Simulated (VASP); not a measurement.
Set up this calculation in VASP 6.6.1, as the native input.

| Item | Value |
| --- | --- |
| Task | relaxation of cell and atoms |
| Functional | PBE |
| Potentials or basis | VASP PAW PBE potentials, release 64 (Si, B) |
| Cutoff | 520 eV |
| k mesh | 6 × 6 × 6 |
| Occupations | gaussian, width 0.1 eV |
| Spin | no spin polarisation |
| Further INCAR settings | ALGO = Normal; EDIFF = 1e-07; IBRION = 2; POTIM = 0.3; EDIFFG = -0.005; NSW = 60; ISIF = 3 |

The structure of SiB2 lies in POSCAR:

```
SiB2                                    
1.0
    3.1929046977      1.8434243838      4.5385317320
   -3.1929046977      1.8434243838      4.5385317320
    0.0000000000     -3.6868487675      4.5385317320
  Si              B             
     5    10
Direct
     0.7325717049796158    0.7325717049796158    0.7325717049796158
     0.3414255536103989    0.3414255536103989    0.3414255536103989
     0.7237584090239415    0.1862014788890909    0.7237584090238934
     0.7237584090238934    0.7237584090238934    0.1862014788891389
     0.1862014788890909    0.7237584090239415    0.7237584090238934
     0.8759014338320763    0.3328699852504411    0.8759014338320289
     0.3328699852504411    0.8759014338320763    0.8759014338320289
     0.8759014338320289    0.8759014338320289    0.3328699852504883
     0.1366446706856487    0.6610201294019239    0.1366446706856574
     0.1366446706856574    0.1366446706856574    0.6610201294019153
     0.6610201294019239    0.1366446706856487    0.1366446706856574
     0.4935487299135893    0.4935487299135893    0.4935487299135893
     0.1810678412174404    0.1810678412174404    0.9186391784368255
     0.9186391784368236    0.1810678412174421    0.1810678412174404
     0.1810678412174421    0.9186391784368236    0.1810678412174404
```

The cell was built by a generator and needn't be a form met in nature.

One way to write it, as run:

INCAR

```
SYSTEM = SiB2
  PREC = Accurate
  ENCUT = 520
  EDIFF = 1E-7
  ISMEAR = 0
  SIGMA = 0.1
  LREAL = .False.
  LASPH = .True.
  NELM = 120
  ALGO = Normal
  ISIF = 3
  LWAVE = .False.
  LCHARG = .False.
  GGA = PE
  IBRION = 2
  NSW = 60
  EDIFFG = -0.005
  POTIM = 0.3
  KPAR = 4
```

KPOINTS

```
Automatic mesh
0
Gamma
  6 6 6
  0 0 0
```

Potentials or basis: VASP PAW PBE potentials, release 64 (Si, B).

The run is started by

```console
$ cat potpaw_PBE.64/Si/POTCAR potpaw_PBE.64/B/POTCAR > POTCAR
$ mpirun -np 4 vasp_std > vasp.out
```

Results of the run:

* Energy gained by relaxing: 0.0 meV/atom
* Ionic steps: 2
* Pressure after relaxing: 0.0 GPa
* Largest force after relaxing: 0.005 eV/Å
* Band gap on the k mesh: none (metal or under the smearing width)

It took 80 s on 4 MPI ranks on Intel(R) Xeon(R) Platinum 8488C (Sapphire Rapids) (shared host), peak memory 0.4 GiB a rank.
